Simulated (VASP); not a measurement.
Calculation: PBE GGA, VASP's PBE PAW potentials (set 64) (plane waves; VASP 6.6.1).

Input for VASP

INCAR:
```
# general
SYSTEM    =  Os
PREC      =  Accurate
ENCUT     =  400
LREAL     =  .False.
LASPH     =  .True.
KSPACING  =  0.16
KGAMMA    =  .False.

# electronic loop
EDIFF     =  1E-6
NELM      =  100
ALGO      =  Normal
LMAXMIX   =  6

# smearing
ISMEAR    =  1
SIGMA     =  0.1

# functional
GGA       =  PE

# ions
ISIF      =  2

# output
LWAVE     =  .False.
LCHARG    =  .False.
```

File POSCAR:
```
Os
1
    1.3650000000    -2.3642490000     0.0000000000
    1.3650000000     2.3642490000     0.0000000000
    0.0000000000     0.0000000000     4.3200000000
Os
2
Direct
  0.3333330000   0.6666670000   0.2500000000
  0.6666670000   0.3333330000   0.7500000000
```

POTCAR, in this order: Os (PBE.64 set). Program: vasp_std.

Gaps are read on the run's mesh, which can miss a band edge. Unless said otherwise, spin-orbit coupling is left out, though it shifts the bands of the heavy elements here.

**Question.** What does the run give for the energy per atom (σ→0), pressure, band gap (on the k-mesh)?

**Answer.** 
The energy per atom (σ→0) comes out as -11.237 eV/atom and the band gap (on the k-mesh) comes out as none (metal, semimetal or under 0.01 eV). The pressure is 9.92 GPa.

File OSZICAR:
```
...
DAV:   6    -0.228078298938E+02    0.10706E+01   -0.11317E+00  4240   0.974E+00    0.110E+01
DAV:   7    -0.224824216223E+02    0.32541E+00   -0.83287E-01  4472   0.820E+00    0.471E-01
DAV:   8    -0.224765887407E+02    0.58329E-02   -0.76113E-03  4044   0.727E-01    0.283E-01
DAV:   9    -0.224745265851E+02    0.20622E-02   -0.14131E-03  4360   0.447E-01    0.542E-02
DAV:  10    -0.224745628266E+02   -0.36242E-04   -0.57472E-05  4376   0.755E-02    0.103E-02
DAV:  11    -0.224745341161E+02    0.28711E-04   -0.59842E-06  4088   0.292E-02    0.972E-04
DAV:  12    -0.224745333159E+02    0.80022E-06   -0.13378E-07  2108   0.422E-03
   1 F= -.22474533E+02 E0= -.22474455E+02  d E =-.233527E-03
```

The compound is Os in the hcp structure. The cell was not relaxed at this level. The run is one of a series of settings (KGAMMA = .FALSE., KSPACING = 0.16, KPOINTS file removed against the base run), some of them coarse on purpose.
